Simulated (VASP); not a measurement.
Input:

```yaml
crystal:
  lattice:
    - [0.00000, 2.65895, 2.65895]
    - [2.61906, 0.00000, 2.65895]
    - [2.61906, 2.65895, 0.00000]
  atoms:
    - { symbol: K, position: [0.00000, 0.00000, 0.00000] }
    - { symbol: F, position: [0.50000, 0.50000, 0.50000] }
```

Computed with r2SCAN meta-GGA, VASP's PBE PAW potentials (set 64) (plane waves; VASP 6.6.1). Settings: 600 eV cut-off, 8×8×8 Γ-centred mesh, Gaussian smearing of 0.050 eV, potentials K_sv F.

Task: Give the stress tensor in GPa (positive for a compressed cell).

Result: 
```
1.28  0.00  0.00
0.00  0.18  0.00
0.00  0.00  0.18
```
The pressure is its mean diagonal, 0.55 GPa.

The compound is KF in the rock salt structure. This cell was strained or had an atom moved on purpose.
